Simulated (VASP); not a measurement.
Given:

```xyz
2
Lattice="1.8038 -3.1243 0.0000 1.8038 3.1243 0.0000 0.0000 0.0000 5.5595" Properties=species:S:1:pos:R:3 pbc="T T T"
Y      1.8038     1.0414     1.3899
Y      1.8038    -1.0414     4.1696
```

The numbers are results of PBE GGA with D3 dispersion (Becke-Johnson damping), VASP's PBE PAW potentials (set 64) (plane waves; VASP 6.6.1), not measurements. Numerical set-up: 520 eV cut-off, Gaussian smearing of 0.050 eV, potentials Y_sv.

Task: Give the energies of bands 9 to 14 at the high-symmetry points, in eV from the Fermi level.

Result: 
```json
[
 {"band": "9", "Γ": "-4.75", "M": "-1.70", "K": "-0.80", "A": "-3.22", "L": "-1.71", "H": "-0.41"},
 {"band": "10", "Γ": "-1.90", "M": "-1.27", "K": "-0.69", "A": "-3.22", "L": "-1.71", "H": "-0.41"},
 {"band": "11", "Γ": "1.16", "M": "-0.85", "K": "-0.69", "A": "1.05", "L": "0.10", "H": "-0.40"},
 {"band": "12", "Γ": "1.76", "M": "-0.07", "K": "-0.47", "A": "1.05", "L": "0.10", "H": "-0.40"},
 {"band": "13", "Γ": "1.76", "M": "1.42", "K": "1.15", "A": "1.65", "L": "1.51", "H": "0.47"},
 {"band": "14", "Γ": "2.24", "M": "1.56", "K": "1.15", "A": "1.65", "L": "1.51", "H": "0.47"}
]
```

It has no gap at this level: it comes out as a metal or semimetal.

The compound is Y in the hcp structure. It was relaxed first, which changed the volume by -5 %.
